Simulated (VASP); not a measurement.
An input for Quantum ESPRESSO's pw.x (written as the equivalent of a VASP run, and not itself run):

```
&CONTROL
  calculation = 'scf'
  pseudo_dir = './pseudo'
  outdir = './out'
  tprnfor = .true.
  tstress = .true.
/
&SYSTEM
  ibrav = 0
  nat = 2
  ntyp = 2
  ecutwfc = 76
  occupations = 'tetrahedra'
  input_dft = 'vdw-df-ob86'
/
&ELECTRONS
  conv_thr = 7.3e-09
  electron_maxstep = 100
/
ATOMIC_SPECIES
  B 10.810 B.upf
  P 30.974 P.upf
CELL_PARAMETERS angstrom
     0.0000000    2.2712853    2.2712853
     2.2712853   -0.0000000    2.2712853
     2.2712853    2.2712853   -0.0000000
ATOMIC_POSITIONS crystal
  B    0.0000000  0.0000000  0.0000000
  P    0.2500000  0.2500000  0.2500000
K_POINTS automatic
  11 11 11 0 0 0
```

Question: Write the VASP files for the same calculation (optB86b-vdW).

Answer: This is not unique; one that fits is 
INCAR:
```
! general
SYSTEM   = BP
PREC     = Accurate
ENCUT    = 520
LREAL    = .FALSE.
LASPH    = .TRUE.

! electronic loop
EDIFF    = 1E-7
NELM     = 100
ALGO     = Normal

! smearing
ISMEAR   = -5

! functional
GGA      = MK
LUSE_VDW = .TRUE.
AGGAC    = 0.0
PARAM1   = 0.1234
PARAM2   = 1.0

! ions
ISIF     = 2

! output
LWAVE    = .FALSE.
LCHARG   = .TRUE.
LORBIT   = 11
NEDOS    = 601
```

KPOINTS:
```
Automatic mesh
0
Gamma
11 11 11
0 0 0
```

File POSCAR:
```
BP
1
    0.0000000000     2.2712852793     2.2712852793
    2.2712852793    -0.0000000000     2.2712852793
    2.2712852793     2.2712852793    -0.0000000000
B P
1 1
Direct
  0.0000000000   0.0000000000   0.0000000000
  0.2500000000   0.2500000000   0.2500000000
```

POTCAR, in this order: B P (PBE.64 set). Program: vasp_std.

What does not carry over: the potentials are each code's own (VASP's PAW set, PseudoDojo norm-conserving files in pw.x), so ENCUT and ecutwfc are chosen apart and not converted; conv_thr bounds pw.x's estimated SCF error, while EDIFF bounds the energy change between steps.

The compound is BP in the zinc blende structure. It was relaxed first.
